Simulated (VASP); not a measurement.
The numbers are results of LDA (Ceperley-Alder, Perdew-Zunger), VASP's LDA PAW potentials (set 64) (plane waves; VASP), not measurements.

VASP input:

### KPOINTS
```
Regular mesh
0
gamma
  6 6 6
```

### KPOINTS_OPT
```
k-points along high-symmetry lines
6
Line-mode
Reciprocal
  0.000000   0.000000   0.000000 ! GAMMA
  0.000000   0.000000   0.500000 ! X

  0.000000   0.000000   0.500000 ! X
  0.250000   0.250000   0.250000 ! P

  0.250000   0.250000   0.250000 ! P
  0.000000   0.500000   0.000000 ! N

  0.000000   0.500000   0.000000 ! N
  0.000000   0.000000   0.000000 ! GAMMA

  0.000000   0.000000   0.000000 ! GAMMA
  0.500000   0.500000  -0.500000 ! M

  0.500000   0.500000  -0.500000 ! M
  0.293721   0.706279  -0.293721 ! S

 -0.293721   0.293721   0.293721 ! S_0
  0.000000   0.000000   0.000000 ! GAMMA

  0.000000   0.000000   0.500000 ! X
 -0.087441   0.087441   0.500000 ! R

  0.500000   0.500000  -0.087441 ! G
  0.500000   0.500000  -0.500000 ! M
```

**INCAR**
```
PREC = Accurate
ISMEAR = 0
ENCUT = 300   ! plane-wave cut-off (eV)
LMAXMIX = 4
EDIFF = 1E-6   ! SCF stop (eV)
LCHARG = F
LASPH = T   ! aspherical one-centre terms
ISIF = 2   ! forces and stress, cell fixed
LWAVE = F
SIGMA = 0.05   ! width (eV)
NELM = 100   ! most electronic steps
LREAL = F   ! projection in real space or not
ALGO = Normal   ! blocked Davidson
SYSTEM = Sr(GeRu)2
```

File POSCAR:
```
Sr(GeRu)2
1
   -2.1524130000     2.1524130000     5.1469730000
    2.1524130000    -2.1524130000     5.1469730000
    2.1524130000     2.1524130000    -5.1469730000
Sr Ge Ru
1 2 2
Direct
  0.0000000000   0.0000000000   0.0000000000
  0.6421800000   0.6421800000   0.0000000000
  0.3578200000   0.3578200000   0.0000000000
  0.7500000000   0.2500000000   0.5000000000
  0.2500000000   0.7500000000   0.5000000000
```

POTCAR, in this order: Sr_sv Ge_d Ru_pv (LDA.64 set). Program: vasp_std.

At this cut-off the stress carries a Pulay error, which pulls relaxed volumes low.

Predict the energy per atom (σ→0), pressure, largest force, band gap (over mesh and band path).

- energy per atom (σ→0) = -698.3 kJ/mol of atoms
- band gap (over mesh and band path) = none (metal, semimetal or under 0.01 eV)
- pressure = -4.61 GPa
- largest force = 0.067 eV/Å

### OSZICAR
```
...
DAV:  10    -0.361862859715E+02    0.12870E-02   -0.92056E-03  2763   0.530E-01    0.156E-01
DAV:  11    -0.361862533527E+02    0.32619E-04   -0.11536E-03  2945   0.192E-01    0.427E-02
DAV:  12    -0.361862530602E+02    0.29247E-06   -0.13703E-04  3358   0.706E-02    0.222E-02
DAV:  13    -0.361862501700E+02    0.28901E-05   -0.31803E-05  2739   0.335E-02    0.781E-03
DAV:  14    -0.361862497465E+02    0.42352E-06   -0.20285E-06  2082   0.126E-02
   1 F= -.36186250E+02 E0= -.36184599E+02  d E =-.330185E-02
       N       E                     dE             ncg
       N       E                     dE             ncg
```

The structure comes from a computed database's Ru2SrGe2 entry (I4/mmm); how it stands against other phases isn't given here. The cell was not relaxed at this level. The k-mesh is coarse (spacing up to 0.34 per Å, 2π included), so the numbers may not be converged in it.
